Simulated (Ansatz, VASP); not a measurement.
**Two plane-wave programs on NaSb2Au**

File INCAR:

```
SYSTEM = NaSb2Au
ALGO = Fast
EDIFF = 1E-7
EDIFFG = -0.01
ENCUT = 600
GGA = PE
IBRION = 2
ISIF = 3
ISMEAR = -1
LASPH = .TRUE.
LCHARG = .FALSE.
LREAL = .FALSE.
LWAVE = .FALSE.
NELM = 60
NSW = 60
PREC = Accurate
SIGMA = 0.05
```

Contents of KPOINTS:

```
k-points
0
G
  5 5 3
  0 0 0
```

The input POSCAR:

```
NaSb2Au
1.0
    4.3573000000      0.0000000000      0.0000000000
   -2.1786500000      3.7735400000      0.0000000000
    0.0000000000      0.0000000000      6.8184700000
Na Sb Au
1 2 1
Direct
    0.0000000000      0.0000000000      0.5000000000
    0.6666700000      0.3333300000      0.8163200000
    0.3333300000      0.6666700000      0.1836800000
    0.0000000000      0.0000000000      0.0000000000
```

File input.yaml:

```yaml
crystal:
  lattice:
    - [4.3573, 0.0, 0.0]
    - [-2.17865, 3.77354, 0.0]
    - [0.0, 0.0, 6.81847]
  atoms:
    - { symbol: Na, position: [0.0, 0.0, 0.5] }
    - { symbol: Sb, position: [0.66667, 0.33333, 0.81632] }
    - { symbol: Sb, position: [0.33333, 0.66667, 0.18368] }
    - { symbol: Au, position: [0.0, 0.0, 0.0] }
hamiltonian:
  xc: pbe
  pseudopotentials: { kind: paw }
kpoints:
  mp_grid: { grid: [5, 5, 3] }
scf:
  occupations: { method: fermi_dirac, width: 0.05 }
output:
  forces: true
  stress: true
  eigenvalues: true
relax:
  f_tol: 0.01
  max_steps: 40
  cell: { stress_tol: 0.05 }
```

The cell was built by a generator and needn't be a form met in nature.

Alike in both runs: task relaxation of cell and atoms; functional PBE; k mesh 5 × 5 × 3; occupations fermi-dirac, width 0.05 eV; no spin polarisation.

|  | VASP | Ansatz |
| --- | --- | --- |
| version | VASP 6.6.1 | Ansatz 0.2.0 |
| potentials or method | VASP PAW PBE potentials, release 64 (Na_pv, Sb, Au) | Ansatz PAW |
| plane-wave cutoff (eV) | 600 | 420 |
| valence electrons in the cell | 28 | 58 |

```csv
,VASP,Ansatz,Ansatz less VASP
"gap on the k mesh at the Fermi level, each at its own relaxed structure (eV)",none,none,-
relaxed volume (Å³/atom),27.78,27.81,+0.033
relaxed cell length with the largest relative difference (Å),4.407,4.410,+0.0028
energy change over the relaxation (meV/atom),-2,-2,-0.3
```

A gap of «none» marks a metal or a gap that the smearing closes. The two sets of potentials don't hold the same shells in valence.

Caveats: the plane-wave basis is chosen anew once the cell has moved, so the energies of steps on either side of that aren't comparable (Ansatz). The runs have no spin-orbit coupling, so splittings on Au, Sb are missing.
